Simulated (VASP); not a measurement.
Here is the system:

```xyz
2
Lattice="0.0000 2.3200 2.3200 2.3200 0.0000 2.3200 2.3200 2.3200 0.0000" Properties=species:S:1:pos:R:3 pbc="T T T"
Hf     0.0000     0.0000     0.0000
C      2.3200     2.3200     2.3200
```

Level of theory: PBE GGA with D3 dispersion (Becke-Johnson damping), VASP's PBE PAW potentials (set 64) (plane waves; VASP). Run with 520 eV cut-off, 12×12×12 Γ-centred mesh, first-order Methfessel-Paxton smearing of 0.10 eV, potentials Hf_pv C.

Q: The ions, cell shape and volume are relaxed. What does this cell relax into?

A: 
```xyz
2
Lattice="0.0000 2.3083 2.3083 2.3083 0.0000 2.3083 2.3083 2.3083 0.0000" Properties=species:S:1:pos:R:3 pbc="T T T"
Hf     0.0000     0.0000     0.0000
C      2.3083     2.3083     2.3083
```
Space group Fm-3m (225), at a tolerance of 0.03 Å.

Q: How do energy and volume change from the first to the last step?

A: The energy (σ→0) changes by -2.2 meV/atom and the volume by -1.5 %, in 3 ionic steps.

| step | E(σ→0) (eV) | max force (eV/Å) | pressure (GPa) | volume (Å³) |
|---|---|---|---|---|
| 1 | -21.7665 | 0.000 | -3.70 | 24.97 |
| 2 | -21.7570 | 0.000 | 7.07 | 23.95 |
| 3 | -21.7709 | 0.000 | -0.04 | 24.60 |

The compound is HfC in the rock salt structure. This run relaxes it. Symmetry was kept, so distortions that lower it aren't found.
